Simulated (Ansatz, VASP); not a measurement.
# One calculation of SrB3Pt, two programs

Contents of INCAR:

```
PREC = Accurate
ENCUT = 600
EDIFF = 1E-6
ISMEAR = -1
SIGMA = 0.05
LREAL = F
LASPH = T
NELM = 60
ALGO = Normal
ISIF = 3
LWAVE = F
LCHARG = F
LMAXMIX = 4
LDAU = T
LDAUTYPE = 2
LDAUL = -1 -1 2
LDAUU = 0 0 2
LDAUJ = 0 0 0
LDAUPRINT = 1
GGA = PE
IBRION = 2
NSW = 60
EDIFFG = -0.01
```

File KPOINTS:

```
Automatic mesh
0
Gamma
  5 5 5
```

The input POSCAR:

```
SrB3Pt
1.0
    4.5405600000      0.0000000000      0.0000000000
    0.0000000000      4.5405600000      0.0000000000
    0.0000000000      0.0000000000      4.5405600000
Sr B Pt
1 3 1
Direct
    0.0000000000      0.0000000000      0.0000000000
    0.5000000000      0.0000000000      0.0000000000
    0.0000000000      0.5000000000      0.0000000000
    0.0000000000      0.0000000000      0.5000000000
    0.5000000000      0.5000000000      0.5000000000
```

The input input.yaml:

```yaml
crystal:
  lattice:
    - [4.54056, 0.0, 0.0]
    - [0.0, 4.54056, 0.0]
    - [0.0, 0.0, 4.54056]
  atoms:
    - { symbol: Sr, position: [0.0, 0.0, 0.0] }
    - { symbol: B, position: [0.5, 0.0, 0.0] }
    - { symbol: B, position: [0.0, 0.5, 0.0] }
    - { symbol: B, position: [0.0, 0.0, 0.5] }
    - { symbol: Pt, position: [0.5, 0.5, 0.5] }
hamiltonian:
  xc: pbe
  pseudopotentials: { kind: paw }
  hubbard: { sites: [{ species: Pt, l: d, u_eff: 2.0 }] }
kpoints:
  mp_grid: { grid: [5, 5, 5] }
scf:
  occupations: { method: fermi_dirac, width: 0.05 }
output:
  forces: true
  stress: true
  eigenvalues: true
relax:
  f_tol: 0.01
  max_steps: 40
  cell: { stress_tol: 0.05 }
```

The cell was built by a generator and needn't be a form met in nature.

Alike in both runs: task relaxation of cell and atoms; functional PBE; k mesh 5 × 5 × 5; occupations fermi-dirac, width 0.05 eV; no spin polarisation; Hubbard terms Pt d U = 2 eV.

```csv
,VASP,Ansatz
version,VASP 6.6.1,Ansatz 0.2.0
potentials or method,"VASP PAW PBE potentials, release 64 (Sr_sv, B, Pt)",Ansatz PAW
plane-wave cutoff (eV),600,420
valence electrons in the cell,29,37
```

VASP gave:

```
gap on the k mesh at the Fermi level, each at its own relaxed structure (eV) : none
relaxed volume (Å³/atom)                                                     : 20.18
relaxed cell length with the largest relative difference (Å)                 : 4.656
energy change over the relaxation (meV/atom)                                 : -4
```

Estimate Ansatz's values.

gap on the k mesh at the Fermi level, each at its own relaxed structure (eV): none; relaxed volume (Å³/atom): 20.68; relaxed cell length with the largest relative difference (Å): 4.693; energy change over the relaxation (meV/atom): -6.

The programs project onto different local orbitals, so the same U acts differently. A gap of «none» marks a metal or a gap that the smearing closes. The two sets of potentials don't hold the same shells in valence.

Caveats: U without spin polarisation on a metal has little footing; the U is typed as a test and isn't derived for this compound; the plane-wave basis is chosen anew once the cell has moved, so the energies of steps on either side of that aren't comparable (Ansatz). Spin-orbit coupling is left out, which matters for the levels of Pt.
